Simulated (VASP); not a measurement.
Output of a VASP run:

### OUTCAR
```
 ion  position               nearest neighbor table
   1  0.000  0.000  0.000-   4 1.95   5 1.95   4 1.95   5 1.95   3 1.98   6 1.98
   2  0.500  0.500  0.500-   3 1.95   6 1.95   3 1.95   6 1.95   5 1.98   4 1.98
   3  0.305  0.305  0.000-   2 1.95   2 1.95   1 1.98
   4  0.805  0.195  0.500-   1 1.95   1 1.95   2 1.98
   5  0.195  0.805  0.500-   1 1.95   1 1.95   2 1.98
   6  0.695  0.695  0.000-   2 1.95   2 1.95   1 1.98
  LATTYP: Found a simple tetragonal cell.
 ALAT       =     4.5945943597
 C/A-ratio  =     0.6438625474
 Subroutine PRICEL returns:
 Original cell was already a primitive cell.
 Subroutine GETGRP returns: Found 16 space group operations
The static configuration has the point symmetry D_2h.
 The point group associated with its full space group is D_4h.
The dynamic configuration has the point symmetry D_2h.
 Subroutine INISYM returns: Found 16 space group operations
 Subroutine IBZKPT returns following result:
 Found     50 irreducible k-points:

 Following reciprocal coordinates:
            Coordinates               Weight
  0.000000  0.000000  0.000000      1.000000
  0.166667  0.000000  0.000000      4.000000
  0.333333  0.000000  0.000000      4.000000
  0.500000  0.000000  0.000000      2.000000
  0.166667  0.166667  0.000000      4.000000
  0.333333  0.166667  0.000000      8.000000
  0.500000  0.166667  0.000000      4.000000
  0.333333  0.333333  0.000000      4.000000
  0.500000  0.333333  0.000000      4.000000
  0.500000  0.500000  0.000000      1.000000
  0.000000  0.000000  0.125000      2.000000
  0.166667  0.000000  0.125000      8.000000
  0.333333  0.000000  0.125000      8.000000
  0.500000  0.000000  0.125000      4.000000
  0.166667  0.166667  0.125000      8.000000
  0.333333  0.166667  0.125000     16.000000
  0.500000  0.166667  0.125000      8.000000
  0.333333  0.333333  0.125000      8.000000
  0.500000  0.333333  0.125000      8.000000
  0.500000  0.500000  0.125000      2.000000
  0.000000  0.000000  0.250000      2.000000
  0.166667  0.000000  0.250000      8.000000
  0.333333  0.000000  0.250000      8.000000
  0.500000  0.000000  0.250000      4.000000
  0.166667  0.166667  0.250000      8.000000
  0.333333  0.166667  0.250000     16.000000
  0.500000  0.166667  0.250000      8.000000
  0.333333  0.333333  0.250000      8.000000
  0.500000  0.333333  0.250000      8.000000
  0.500000  0.500000  0.250000      2.000000
  0.000000  0.000000  0.375000      2.000000
  0.166667  0.000000  0.375000      8.000000
  0.333333  0.000000  0.375000      8.000000
  0.500000  0.000000  0.375000      4.000000
  0.166667  0.166667  0.375000      8.000000
  0.333333  0.166667  0.375000     16.000000
  0.500000  0.166667  0.375000      8.000000
  0.333333  0.333333  0.375000      8.000000
  0.500000  0.333333  0.375000      8.000000
  0.500000  0.500000  0.375000      2.000000
   k-points           NKPTS =     50   k-points in BZ     NKDIM =     50   number of bands    NBANDS=     28
   number of dos      NEDOS =    601   number of ions     NIONS =      6
   total plane-waves  NPLWV =  31104
   dimension x,y,z NGX =    36 NGY =   36 NGZ =   24
   dimension x,y,z NGXF=    72 NGYF=   72 NGZF=   48
   ions per type =               2   4
   PREC   = accura    normal or accurate (medium, high low for compatibility)
   ISTART =      0    job   : 0-new  1-cont  2-samecut
   ICHARG =      2    charge: 1-file 2-atom 10-const
   ISPIN  =      1    spin polarized calculation?
   LNONCOLLINEAR =      F non collinear calculations
   LSORBIT =      F    spin-orbit coupling
   INIWAV =      1    electr: 0-lowe 1-rand  2-diag
   ENCUT  =  520.0 eV  38.22 Ry    6.18 a.u.   8.54  8.54  5.50*2*pi/ulx,y,z
   NELM   =    100;   NELMIN=  2; NELMDL= -5     # of ELM steps
   EDIFF  = 0.1E-06   stopping-criterion for ELM
   LREAL  =      F    real-space projection
   NLSPLINE    = F    spline interpolate recip. space projectors
...
```

### OSZICAR
```
       N       E                     dE             d eps       ncg     rms          rms(c)
DAV:   1     0.670054438695E+03    0.67005E+03   -0.25256E+04  2800   0.206E+03
DAV:   2     0.746595633838E+01   -0.66259E+03   -0.64243E+03  3088   0.604E+02
DAV:   3    -0.103660672554E+03   -0.11113E+03   -0.10967E+03  4328   0.221E+02
DAV:   4    -0.109121775213E+03   -0.54611E+01   -0.54549E+01  3792   0.496E+01
DAV:   5    -0.109354923841E+03   -0.23315E+00   -0.23310E+00  3948   0.857E+00    0.330E+01
DAV:   6    -0.774823530671E+02    0.31873E+02   -0.82687E+01  3508   0.108E+02    0.892E+00
DAV:   7    -0.765653586577E+02    0.91699E+00   -0.59249E+00  3616   0.191E+01    0.538E+00
DAV:   8    -0.812125939487E+02   -0.46472E+01   -0.24894E+00  3108   0.146E+01    0.206E+00
DAV:   9    -0.764594856059E+02    0.47531E+01   -0.15766E+00  2888   0.123E+01    0.119E+00
DAV:  10    -0.771413928919E+02   -0.68191E+00   -0.32554E-01  3376   0.554E+00    0.648E-01
DAV:  11    -0.769150952029E+02    0.22630E+00   -0.14445E-01  3000   0.342E+00    0.257E-01
DAV:  12    -0.771906427361E+02   -0.27555E+00   -0.15814E-01  3016   0.321E+00    0.154E-01
DAV:  13    -0.772081588882E+02   -0.17516E-01   -0.12950E-02  3072   0.123E+00    0.154E-01
DAV:  14    -0.772084761399E+02   -0.31725E-03   -0.16513E-03  3336   0.406E-01    0.501E-02
DAV:  15    -0.772102823457E+02   -0.18062E-02   -0.96387E-04  3388   0.346E-01    0.233E-02
DAV:  16    -0.772103885351E+02   -0.10619E-03   -0.50567E-05  3800   0.728E-02    0.151E-02
DAV:  17    -0.772104315205E+02   -0.42985E-04   -0.50880E-05  3380   0.713E-02    0.829E-03
DAV:  18    -0.772104272267E+02    0.42938E-05   -0.16502E-05  3164   0.410E-02    0.350E-03
DAV:  19    -0.772104386960E+02   -0.11469E-04   -0.16742E-06  3240   0.130E-02    0.147E-03
DAV:  20    -0.772104427852E+02   -0.40892E-05   -0.29242E-07  2640   0.578E-03    0.828E-04
DAV:  21    -0.772104432010E+02   -0.41579E-06   -0.20113E-07  2264   0.405E-03    0.313E-04
DAV:  22    -0.772104440126E+02   -0.81159E-06   -0.30217E-08  1832   0.189E-03    0.149E-04
DAV:  23    -0.772104441779E+02   -0.16535E-06   -0.65808E-09  1828   0.752E-04    0.118E-04
DAV:  24    -0.772104443388E+02   -0.16085E-06   -0.53038E-09  1760   0.853E-04    0.115E-04
DAV:  25    -0.772104440980E+02    0.24076E-06   -0.20632E-09  1748   0.507E-04    0.619E-05
DAV:  26    -0.772104441211E+02   -0.23072E-07   -0.79528E-10  1748   0.258E-04
   1 F= -.77210444E+02 E0= -.77210444E+02  d E =0.000000E+00
       N       E                     dE             ncg
       N       E                     dE             ncg
```

File OUTCAR:
```
------------------------ aborting loop because EDIFF is reached ----------------------------------------
  FORCE on cell =-STRESS in cart. coord.  units (eV):
  Direction    XX          YY          ZZ          XY          YZ          ZX
  --------------------------------------------------------------------------------------
  Total       -0.0155581     -0.0155581      0.0095758      0.0000000      0.0000000      0.0000000
  in kB       -0.3991477     -0.3991477      0.2456690      0.0000000      0.0000000      0.0000000
  external PRESSURE =      -0.1842088 kB  Pullay stress =       0.0000000 kB
  volume of cell :       62.45
      direct lattice vectors                 reciprocal lattice vectors
     4.594594360  0.000000000  0.000000000     0.217647070  0.000000000  0.000000000
     0.000000000  4.594594360  0.000000000     0.000000000  0.217647070  0.000000000
     0.000000000  0.000000000  2.958287229     0.000000000  0.000000000  0.338033437
 POSITION                                       TOTAL-FORCE (eV/Angst)
 -----------------------------------------------------------------------------------
      0.00000      0.00000      0.00000         0.000000      0.000000     -0.000000
      2.29730      2.29730      1.47914         0.000000      0.000000     -0.000000
      1.39929      1.39929      0.00000        -0.000351     -0.000351      0.000000
      3.69658      0.89801      1.47914        -0.000351      0.000351     -0.000000
      0.89801      3.69658      1.47914         0.000351     -0.000351      0.000000
      3.19531      3.19531      0.00000         0.000351      0.000351     -0.000000
 -----------------------------------------------------------------------------------
    total drift:                                0.000000      0.000000      0.000000
  FREE ENERGIE OF THE ION-ELECTRON SYSTEM (eV)
  ---------------------------------------------------
  free  energy   TOTEN  =       -77.2104441211 eV

  energy  without entropy=      -77.2104441211  energy(sigma->0) =      -77.21044412

 total charge

# of ion       s       p       d       tot
------------------------------------------
    1        2.219   6.303   1.641  10.162
    2        2.219   6.303   1.641  10.162
    3        1.581   3.534   0.000   5.115
    4        1.581   3.534   0.000   5.115
    5        1.581   3.534   0.000   5.115
    6        1.581   3.534   0.000   5.115
--------------------------------------------------
tot         10.763  26.741   3.281  40.786

 Electric field gradients after diagonalization (V/A^2)
 (convention: |V_zz| > |V_xx| > |V_yy|)
----------------------------------------------------------------------
 ion       V_xx      V_yy      V_zz     asymmetry (V_yy - V_xx)/ V_zz
----------------------------------------------------------------------
   1      13.106     8.121   -21.227       0.235
   2      13.106     8.121   -21.227       0.235
   3      23.366     1.214   -24.580       0.901
   4      23.366     1.214   -24.580       0.901
   5      23.366     1.214   -24.580       0.901
   6      23.366     1.214   -24.580       0.901
```
(Selected blocks of OUTCAR.)

File POSCAR:
```
TiO2
1
    4.5945943597     0.0000000000     0.0000000000
    0.0000000000     4.5945943597     0.0000000000
    0.0000000000     0.0000000000     2.9582872288
Ti O
2 4
Direct
  0.0000000000   1.0000000000   0.0000000000
  0.5000000000   0.5000000000   0.5000000000
  0.3045508288   0.3045508288   1.0000000000
  0.8045508288   0.1954491712   0.5000000000
  0.1954491712   0.8045508288   0.5000000000
  0.6954491712   0.6954491712   0.0000000000
```

Problem. Reconstruct the remaining input files.

Solution. One answer among several that fit: the input of the run itself, SCAN meta-GGA, plane waves, VASP's PBE PAW potentials (set 64).

**INCAR**
```
SYSTEM = TiO2
PREC = Accurate; ENCUT = 520; LREAL = F
LASPH = T
EDIFF = 1E-7; NELM = 100; ALGO = Normal
LMAXMIX = 4; LMIXTAU = T
ISMEAR = -5
METAGGA = SCAN
ISIF = 2
LWAVE = F; LCHARG = F; LORBIT = 11
NEDOS = 601
LEFG = T
```

**KPOINTS_OPT**
```
k-points along high-symmetry lines
6
Line-mode
Reciprocal
  0.000000   0.000000   0.000000 ! GAMMA
  0.000000   0.500000   0.000000 ! X

  0.000000   0.500000   0.000000 ! X
  0.500000   0.500000   0.000000 ! M

  0.500000   0.500000   0.000000 ! M
  0.000000   0.000000   0.000000 ! GAMMA

  0.000000   0.000000   0.000000 ! GAMMA
  0.000000   0.000000   0.500000 ! Z

  0.000000   0.000000   0.500000 ! Z
  0.000000   0.500000   0.500000 ! R

  0.000000   0.500000   0.500000 ! R
  0.500000   0.500000   0.500000 ! A

  0.500000   0.500000   0.500000 ! A
  0.000000   0.000000   0.500000 ! Z

  0.000000   0.500000   0.000000 ! X
  0.000000   0.500000   0.500000 ! R

  0.500000   0.500000   0.000000 ! M
  0.500000   0.500000   0.500000 ! A
```

**KPOINTS**
```
Automatic mesh
0
Gamma
  6 6 8
```

POTCAR, in this order: Ti_sv O (PBE.64 set). Program: vasp_std.

The compound is TiO2 in the rutile structure. It was relaxed first.
